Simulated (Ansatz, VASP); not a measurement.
# One calculation of Ta2F, two programs

```
Ta F
1.0
     2.92976    0.00000    0.00000
    -1.46488    2.53724    0.00000
     0.00000    0.00000    4.96929
Ta F
2 1
Direct
  0.33333 0.66667 0.75716
  0.66667 0.33333 0.24284
  0.00000 0.00000 0.00000
```

Alike in both runs: task relaxation of cell and atoms; functional PBE; k mesh 6 × 6 × 4; occupations gaussian, width 0.1 eV; no spin polarisation.

|  | VASP | Ansatz |
| --- | --- | --- |
| version | VASP 6.6.1 | Ansatz 0.2.0 |
| potentials or method | VASP PAW PBE potentials, release 64 (Ta_pv, F) | scalar-relativistic, plane waves, PAW |
| plane-wave cutoff (eV) | 600 | 420 |
| valence electrons in the cell | 29 | 33 |

Ansatz gave:

* gap on the k mesh at the Fermi level, each at its own relaxed structure (eV): none
* relaxed volume (Å³/atom): 15.06
* relaxed cell length with the largest relative difference (Å): 6.550
* energy change over the relaxation (meV/atom): -1297

Task: Which values does VASP return?

Result: gap on the k mesh at the Fermi level, each at its own relaxed structure (eV): none; relaxed volume (Å³/atom): 14.92; relaxed cell length with the largest relative difference (Å): 6.481; energy change over the relaxation (meV/atom): -1295.

A gap of «none» marks a metal or a gap that the smearing closes. The two sets of potentials don't hold the same shells in valence.

Caveats: the k mesh is coarse (spacing up to 0.41 Å⁻¹), so the values aren't converged; the volume moved by over 15 % at a fixed basis, so the end points are rough (VASP); an odd number of electrons without spin polarisation forces a metal; a magnetic or distorted state may lie lower. The runs have no spin-orbit coupling, so splittings on Ta are missing.
